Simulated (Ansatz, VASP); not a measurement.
**Ca2BeCl6 in VASP and in Ansatz**

```
Ca Be Cl
1.0
     0.00000    4.57025    4.57025
     4.57025    0.00000    4.57025
     4.57025    4.57025    0.00000
Ca Be Cl
2 1 6
Direct
  0.25000 0.25000 0.25000
  0.75000 0.75000 0.75000
  0.00000 0.00000 0.00000
  0.75664 0.24336 0.24336
  0.24336 0.75664 0.75664
  0.24336 0.75664 0.24336
  0.75664 0.24336 0.75664
  0.24336 0.24336 0.75664
  0.75664 0.75664 0.24336
```

Change from the starting cell: ordered vacancies on the cation sites of perovskite (Fm-3m, No. 225).

Alike in both runs: functional PBE; k mesh 4 × 4 × 4; occupations gaussian, width 0.02 eV; no spin polarisation.

Ansatz relaxed the structure, and its values are those at the end. VASP's run is a single point on that final structure, the one shown.

|  | VASP | Ansatz |
| --- | --- | --- |
| version | VASP 6.6.1 | Ansatz 0.2.0 |
| potentials or method | VASP PAW PBE potentials, release 64 (Ca_sv, Be, Cl) | scalar-relativistic, plane waves, PAW |
| plane-wave cutoff (eV) | 520 | 420 |
| valence electrons in the cell | 64 | 64 |

|  | VASP | Ansatz | Ansatz less VASP |
| --- | --- | --- | --- |
| gap on the k mesh at the Fermi level (eV) | 3.61 | 3.60 | -0.006 |
| least direct gap on the mesh (eV) | 3.61 | 3.60 | -0.006 |
| pressure (GPa) | -0.1 | 0.0 | +0.05 |

With one functional, cell and mesh, what is left measures potentials, basis and numerics.

A k mesh can miss the band edges.
